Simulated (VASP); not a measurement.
C:

```
CELL_PARAMETERS angstrom
2.46100 0.00000 0.00000
-1.23050 2.13129 0.00000
0.00000 0.00000 7.37880
ATOMIC_POSITIONS crystal
C 0.00000 0.00000 0.25000
C 0.33333 0.66667 0.25000
C 0.00000 0.00000 0.75000
C 0.66667 0.33333 0.75000
```

The cell was built by a generator and needn't be a form met in nature.

Base run:

- Program: VASP 6.6.1
- Functional: optB88-vdW
- Potentials or basis: VASP PAW PBE potentials, release 64 (C)
- Cutoff: 520 eV
- k mesh: 16 × 16 × 4
- Occupations: fermi-dirac, width 0.05 eV
- Spin: no spin polarisation

Its results: band gap on the k mesh 0.81 eV, direct; pressure 0.9 GPa.

After a change of settings the same cell gave: band gap on the k mesh 0.80 eV, direct; pressure 4.3 GPa. Which change was it?
A. functional from optB88-vdW to LDA; potentials or basis from VASP PAW PBE potentials, release 64 (C) to VASP PAW LDA potentials, release 64 (C)
B. functional from optB88-vdW to vdW-DF2
C. functional from optB88-vdW to optB86b-vdW
D. functional from optB88-vdW to r2SCAN; further incar settings from ALGO = Fast; EDIFF = 1e-07 to ALGO = Normal; EDIFF = 1e-07

B.

Caveats: the PAW data sets were made with another functional, which shifts forces and pressure a little.

Runs at the PBE level aren't shown here.
